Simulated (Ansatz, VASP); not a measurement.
# Si2Ni in two plane-wave programs

One calculation is typed for both programs; each brings its own data sets. How far apart do they land? The cell is taken from a series of runs on this material, whose earlier steps may have relaxed, scaled, displaced or heated it; both programs get it as it stands.

Main program and level: Ansatz 0.2.0; plane waves, with VASP 6.6.1 beside it; zone-centre phonons at PBEsol.

## Step 1: The structure

The structure is cubic, space group Fm-3m (No. 225). Conventional cell: a = 5.495 Å, b = 5.495 Å, c = 5.495 Å, α = 90.00°, β = 90.00°, γ = 90.00°. Nearest to Si lie 4 Ni at 2.38 Å. Nearest to Ni lie 8 Si at 2.38 Å. Farther neighbours are not listed.

Structure file:

```cif
data_structure
_symmetry_space_group_name_H-M 'Fm-3m'
_symmetry_Int_Tables_number 225
_cell_length_a 5.4953
_cell_length_b 5.4953
_cell_length_c 5.4953
_cell_angle_alpha 90.000
_cell_angle_beta 90.000
_cell_angle_gamma 90.000
_cell_volume 165.95
loop_
_atom_site_label
_atom_site_type_symbol
_atom_site_symmetry_multiplicity
_atom_site_Wyckoff_symbol
_atom_site_fract_x
_atom_site_fract_y
_atom_site_fract_z
_atom_site_occupancy
Si1 Si 8 c 0.25000 0.75000 0.75000 1
Ni1 Ni 4 a 0.00000 0.00000 0.00000 1
```

## Step 2: VASP: zone-centre phonons, PBEsol

Second derivatives magnify differences that forces hide, and they need a tight electronic threshold.

Lines of VASP's logs that name or quote its potential files are left out, and so is its time.

INCAR reads:

```
SYSTEM = Si2Ni
PREC = Accurate
ENCUT = 600
EDIFF = 1E-08
NELM = 120
ISMEAR = 1
SIGMA = 0.2
LREAL = .FALSE.
ALGO = Normal
GGA = PS
NBANDS = 15
LASPH = .TRUE.
LORBIT = 11
LWAVE = .FALSE.
LCHARG = .FALSE.
ISIF = 2
IBRION = 8
GGA_COMPAT = .FALSE.
KPAR = 2
```

POSCAR reads:

```
Si2Ni
1.0
    0.0000000000      2.7476461572      2.7476461572
    2.7476461572      0.0000000000      2.7476461572
    2.7476461572      2.7476461572      0.0000000000
Si Ni
2 1
Direct
    0.2500000000      0.2500000000      0.2500000000
    0.7500000000      0.7500000000      0.7500000000
    0.0000000000      0.0000000000      0.0000000000
```

KPOINTS reads:

```
Automatic mesh
0
Gamma
16 16 16
0 0 0
```

PAW data sets: Si and Ni (PBE family, release 64).

The run is started by

```
$ mpirun -np 2 vasp_std
```

Numbers of over 12 decimals in the logs are rounded to 6 here.

The log of the run:

```text
[banner, memory and clock lines left out]
running    2 mpi-ranks, on    1 nodes
 distrk:  each k-point on    1 cores,    2 groups
 distr:  one band on    1 cores,    1 groups

 POSCAR found type information on POSCAR SiNi
 POSCAR found :  2 types and       3 ions
|                                                                             |
|               ----> ADVICE to this user running VASP <----                  |
|                                                                             |
|     You enforced a specific xc type in the INCAR file but a different       |
|     [... a line on the potential file left out ...]
|     I HOPE YOU KNOW WHAT YOU ARE DOING!                                     |
|                                                                             |

 LDA part: xc-table for (Slater+PW92), standard interpolation
 POSCAR, INCAR and KPOINTS ok, starting setup
 FFT: planning ... GRIDC
 FFT: planning ... GRID_SOFT
 FFT: planning ... GRID
 WAVECAR not read
 entering main loop
       N       E                     dE             d eps       ncg     rms          rms(c)
DAV:   1     0.693357253250E+02    0.69336E+02   -0.85903E+03  4366   0.136E+03
DAV:   2    -0.171172373400E+02   -0.86453E+02   -0.79750E+02  4609   0.237E+02
DAV:   3    -0.210574293327E+02   -0.39402E+01   -0.38483E+01  5766   0.546E+01
DAV:   4    -0.211268525691E+02   -0.69423E-01   -0.69305E-01  5107   0.673E+00
DAV:   5    -0.211286449222E+02   -0.17924E-02   -0.17920E-02  5892   0.117E+00    0.167E+01
DAV:   6    -0.267499000973E+02   -0.56213E+01   -0.49315E+01  4682   0.168E+02    0.269E+01
DAV:   7    -0.191344079033E+02    0.76155E+01   -0.14734E+01  5422   0.103E+02    0.440E+00
DAV:   8    -0.189620482608E+02    0.17236E+00   -0.21893E+00  6189   0.245E+01    0.252E+00
DAV:   9    -0.189242991499E+02    0.37749E-01   -0.29503E-01  5481   0.899E+00    0.723E-01
DAV:  10    -0.189211275921E+02    0.31716E-02   -0.10342E-02  6197   0.209E+00    0.322E-01
DAV:  11    -0.189208762823E+02    0.25131E-03   -0.12447E-03  6645   0.380E-01    0.542E-02
DAV:  12    -0.189208924784E+02   -0.16196E-04   -0.45777E-05  5219   0.485E-02    0.278E-02
DAV:  13    -0.189208876910E+02    0.47874E-05   -0.21495E-05  5621   0.110E-01    0.788E-03
DAV:  14    -0.189208875588E+02    0.13220E-06   -0.19101E-06  5457   0.181E-02    0.320E-03
DAV:  15    -0.189208875709E+02   -0.12067E-07   -0.23790E-07  6685   0.105E-02    0.461E-04
DAV:  16    -0.189208876291E+02   -0.58232E-07   -0.32919E-08  4483   0.134E-03    0.234E-04
DAV:  17    -0.189208876311E+02   -0.20309E-08   -0.25571E-10  2910   0.211E-04
   1 F= -.18920888E+02 E0= -.18920568E+02  d E =-.959365E-03
 Linear response reoptimize wavefunctions to high precision
DAV:   1    -0.189208876328E+02   -0.16419E-08   -0.88125E-11  3057   0.158E-04
DAV:   2    -0.189208876328E+02   -0.27740E-10   -0.54964E-11  2609   0.861E-05
 Linear response DOF=           2
 Linear response progress:
  Degree of freedom:   1/  2
       N       E                     dE             d eps       ncg     rms          rms(c)
RMM:   1    -0.198688112196E-01   -0.19869E-01    0.28450E-02 46754   0.116E+00
RMM:   2    -0.173760376029E-01    0.24928E-02   -0.10348E-03 27672   0.502E-01    0.849E-02
RMM:   3    -0.175275513088E-01   -0.15151E-03   -0.41229E-04 31024   0.141E-01    0.468E-02
RMM:   4    -0.176529959663E-01   -0.12544E-03   -0.55428E-05 29739   0.531E-02    0.765E-03
RMM:   5    -0.176422680452E-01    0.10728E-04   -0.27375E-06 32274   0.135E-02    0.445E-03
RMM:   6    -0.176286074302E-01    0.13661E-04   -0.36722E-07 32693   0.495E-03    0.635E-04
RMM:   7    -0.176318429040E-01   -0.32355E-05   -0.20310E-07 32437   0.146E-03    0.405E-04
RMM:   8    -0.176311626746E-01    0.68023E-06    0.18571E-08 30890   0.652E-04    0.258E-04
RMM:   9    -0.176307060001E-01    0.45667E-06   -0.46163E-10 30911   0.357E-04    0.567E-05
RMM:  10    -0.176308517403E-01   -0.14574E-06   -0.10784E-08 32979   0.108E-04    0.158E-05
RMM:  11    -0.176307418757E-01    0.10986E-06   -0.85221E-10 33148   0.448E-05    0.365E-06
RMM:  12    -0.176307372163E-01    0.46593E-08   -0.10584E-10 34490   0.194E-05    0.286E-06
 first order change of Fermi-energy   0.12143E-05
 force on displaced ion       1 direction 1 :  -6.387   0.000   0.000
 Linear response progress:
  Degree of freedom:   2/  2
       N       E                     dE             d eps       ncg     rms          rms(c)
RMM:   1    -0.191809437651E+00   -0.19181E+00   -0.11427E-01 16647   0.253E+00
RMM:   2    -0.187762409375E+00    0.40470E-02   -0.23967E-03 14929   0.596E-01    0.192E-01
RMM:   3    -0.187630401943E+00    0.13201E-03   -0.30379E-04 16554   0.129E-01    0.113E-01
RMM:   4    -0.188195525838E+00   -0.56512E-03   -0.33875E-04 17225   0.128E-01    0.747E-03
RMM:   5    -0.188158920832E+00    0.36605E-04   -0.60258E-06 17770   0.243E-02    0.531E-03
RMM:   6    -0.188153323022E+00    0.55978E-05   -0.69797E-07 15590   0.950E-03    0.372E-03
RMM:   7    -0.188138777644E+00    0.14545E-04   -0.27577E-07 17865   0.510E-03    0.615E-04
RMM:   8    -0.188134059854E+00    0.47178E-05   -0.13759E-08 18340   0.103E-03    0.261E-04
RMM:   9    -0.188131439167E+00    0.26207E-05   -0.15382E-09 17659   0.276E-04    0.383E-05
RMM:  10    -0.188131102993E+00    0.33617E-06   -0.93786E-10 18838   0.859E-05    0.116E-05
RMM:  11    -0.188131055360E+00    0.47633E-07    0.98430E-10 18629   0.385E-05    0.410E-06
RMM:  12    -0.188131010974E+00    0.44387E-07   -0.12333E-10 19059   0.194E-05    0.104E-06
RMM:  13    -0.188131015937E+00   -0.49636E-08   -0.13892E-09 18038   0.141E-05    0.303E-07
 first order change of Fermi-energy  -0.38347E-03
 force on displaced ion       3 direction 1 :  -7.956   0.000   0.000
 Linear response finished
```

Parts of OUTCAR (step 2):

```text
ion  position               nearest neighbor table
   1  0.250  0.250  0.250-   3 2.38   3 2.38   3 2.38   3 2.38   2 2.75   2 2.75   2 2.75   2 2.75
                             2 2.75   2 2.75
   2  0.750  0.750  0.750-   3 2.38   3 2.38   3 2.38   3 2.38   1 2.75   1 2.75   1 2.75   1 2.75
                             1 2.75   1 2.75
   3  0.000  0.000  0.000-   2 2.38   2 2.38   2 2.38   1 2.38   2 2.38   1 2.38   1 2.38   1 2.38

  LATTYP: Found a face centered cubic cell.
 ALAT       =     5.4952923144

 Subroutine GETGRP returns: Found 48 space group operations
 (whereof 48 operations were pure point group operations)

The static configuration has the point symmetry O_h .

 Found    145 irreducible k-points:

   k-points           NKPTS =    145   k-points in BZ     NKDIM =    145   number of bands    NBANDS=     15

   dimension x,y,z NGX =    32 NGY =   32 NGZ =   32
   dimension x,y,z NGXF=    64 NGYF=   64 NGZF=   64

   ENCUT  =  600.0 eV  44.10 Ry    6.64 a.u.   7.76  7.76  7.76*2*pi/ulx,y,z

   NELECT =      18.0000    total number of electrons

 k-points in reciprocal lattice and weights: Automatic mesh
   0.00000000  0.00000000  0.00000000       0.000
   0.06250000  0.00000000  0.00000000       0.002
   0.12500000  0.00000000  0.00000000       0.002
   0.18750000  0.00000000  0.00000000       0.002
   0.25000000  0.00000000  0.00000000       0.002
   0.31250000  0.00000000  0.00000000       0.002
   0.37500000  0.00000000  0.00000000       0.002
   0.43750000  0.00000000  0.00000000       0.002
   0.50000000  0.00000000  0.00000000       0.001
[...]
-0.31250000  0.50000000  0.18750000       0.003
  -0.25000000  0.50000000  0.25000000       0.001

 average (electrostatic) potential at core
       1 -80.3324       2 -80.3324       3 -82.6294

  Total       -2.0569014     -2.0569014     -2.0569014      0.0000000     -0.0000000     -0.0000000
  in kB      -79.4349527    -79.4349527    -79.4349527      0.0000000     -0.0000000     -0.0000000
  external PRESSURE =     -79.4349527 kB  Pullay stress =       0.0000000 kB

  energy-cutoff  :      600.00
  volume of cell :       41.49
      direct lattice vectors                 reciprocal lattice vectors
     0.000000000  2.747646157  2.747646157    -0.181973941  0.181973941  0.181973941
     2.747646157  0.000000000  2.747646157     0.181973941 -0.181973941  0.181973941
     2.747646157  2.747646157  0.000000000     0.181973941  0.181973941 -0.181973941

 POSITION                                       TOTAL-FORCE (eV/Angst)
 -----------------------------------------------------------------------------------
      1.37382      1.37382      1.37382         0.000000      0.000000      0.000000
      4.12147      4.12147      4.12147        -0.000000     -0.000000     -0.000000
      0.00000      0.00000      0.00000        -0.000000     -0.000000     -0.000000
 -----------------------------------------------------------------------------------
    total drift:                                0.000000     -0.000000      0.000000

 Eigenvectors and eigenvalues of the dynamical matrix
 ----------------------------------------------------

   1 f  =    8.739729 THz    54.913336 2PiTHz  291.525975 cm-1    36.144598 meV
             X         Y         Z           dx          dy          dz
      1.373823  1.373823  1.373823     0.017805   -0.690197    0.152681
      4.121469  4.121469  4.121469    -0.017805    0.690197   -0.152681
      0.000000  0.000000  0.000000    -0.000000   -0.000000    0.000000

   2 f  =    8.739729 THz    54.913336 2PiTHz  291.525975 cm-1    36.144598 meV
             X         Y         Z           dx          dy          dz
      1.373823  1.373823  1.373823     0.706883    0.017384   -0.003846
      4.121469  4.121469  4.121469    -0.706883   -0.017384    0.003846
      0.000000  0.000000  0.000000     0.000000    0.000000    0.000000

   3 f  =    8.739729 THz    54.913336 2PiTHz  291.525975 cm-1    36.144598 meV
             X         Y         Z           dx          dy          dz
      1.373823  1.373823  1.373823     0.000000    0.152729    0.690416
      4.121469  4.121469  4.121469     0.000000   -0.152729   -0.690416
      0.000000  0.000000  0.000000    -0.000000   -0.000000    0.000000

   4 f  =    8.241101 THz    51.780367 2PiTHz  274.893554 cm-1    34.082442 meV
             X         Y         Z           dx          dy          dz
      1.373823  1.373823  1.373823     0.506052    0.000000   -0.000000
      4.121469  4.121469  4.121469     0.506052   -0.000000    0.000000
      0.000000  0.000000  0.000000    -0.698444    0.000000    0.000000

   5 f  =    8.241101 THz    51.780367 2PiTHz  274.893554 cm-1    34.082442 meV
             X         Y         Z           dx          dy          dz
      1.373823  1.373823  1.373823     0.000000   -0.210781   -0.460065
      4.121469  4.121469  4.121469     0.000000   -0.210781   -0.460065
      0.000000  0.000000  0.000000    -0.000000    0.290917    0.634973

   6 f  =    8.241101 THz    51.780367 2PiTHz  274.893554 cm-1    34.082442 meV
             X         Y         Z           dx          dy          dz
      1.373823  1.373823  1.373823     0.000000   -0.460065    0.210781
      4.121469  4.121469  4.121469     0.000000   -0.460065    0.210781
      0.000000  0.000000  0.000000    -0.000000    0.634973   -0.290917

   7 f/i=    0.009945 THz     0.062489 2PiTHz    0.331742 cm-1     0.041131 meV
             X         Y         Z           dx          dy          dz
      1.373823  1.373823  1.373823     0.046980   -0.329684    0.364710
      4.121469  4.121469  4.121469     0.046980   -0.329684    0.364710
      0.000000  0.000000  0.000000     0.068077   -0.477740    0.528495

   8 f/i=    0.009945 THz     0.062489 2PiTHz    0.331742 cm-1     0.041131 meV
             X         Y         Z           dx          dy          dz
      1.373823  1.373823  1.373823    -0.491589   -0.026527    0.039344
      4.121469  4.121469  4.121469    -0.491589   -0.026527    0.039344
      0.000000  0.000000  0.000000    -0.712354   -0.038440    0.057012

   9 f/i=    0.009945 THz     0.062489 2PiTHz    0.331742 cm-1     0.041131 meV
             X         Y         Z           dx          dy          dz
      1.373823  1.373823  1.373823    -0.006674   -0.366765   -0.330682
      4.121469  4.121469  4.121469    -0.006674   -0.366765   -0.330682
      0.000000  0.000000  0.000000    -0.009671   -0.531473   -0.479186

 ELASTIC MODULI CONTR FROM IONIC RELAXATION (kBar)
 Direction    XX          YY          ZZ          XY          YZ          ZX
 --------------------------------------------------------------------------------
 XX           0.0000      0.0000      0.0000      0.0000      0.0000      0.0000
 YY           0.0000      0.0000      0.0000      0.0000      0.0000      0.0000
 ZZ           0.0000      0.0000      0.0000      0.0000      0.0000      0.0000
 XY           0.0000      0.0000      0.0000   -282.7702      0.0000      0.0000
 YZ           0.0000      0.0000      0.0000      0.0000   -282.7702     -0.0000
 ZX           0.0000      0.0000      0.0000      0.0000     -0.0000   -282.7702
 --------------------------------------------------------------------------------
```

This run has no spin polarisation, so a moment on Ni, if there is one, isn't seen.

(Part 1 of 2 ends here.)

[Lines on the potential files, build, host, timing and source positions are cut from VASP's logs without a mark.]

[Logs are printed without paths, hosts, clocks, repeated set-up lines and the standing remarks that a program may print on its own settings, such as how far it seeks lower states.]

[Hosts, paths, dates, database ids (printed as entryN), source tags and the programs' standing remarks are cut or masked in the printed files.]
